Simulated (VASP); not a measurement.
Input:

```
CELL_PARAMETERS angstrom
      0.00000     2.47246     2.47246
      2.47246     0.00000     2.47246
      2.47246     2.47246     0.00000
ATOMIC_POSITIONS crystal
  Ag 0.00000 0.00000 0.00000
  O  0.25000 0.25000 0.25000
```

The numbers are results of PBEsol GGA, VASP's PBE PAW potentials (set 64) (plane waves; VASP), not measurements. Numerical set-up: 520 eV cut-off, Gaussian smearing of 0.050 eV, potentials Ag O.

Problem. Predict the band gap (along the path) with the smallest direct gap where there is one.

Solution. 
```
Item                                                         Result
-------------------------  ----------------------------------------
band gap (along the path)  none (metal, semimetal or under 0.01 eV)
```

The absolute energy has meaning only against runs of the same code, potentials and settings.

The structure comes from a measured AgO entry (F-43m) of the Crystallography Open Database, whose conditions weren't checked. It was relaxed first, which changed the volume by +8 %. The electron count is odd and the run is not spin-polarised, which forces a metal.
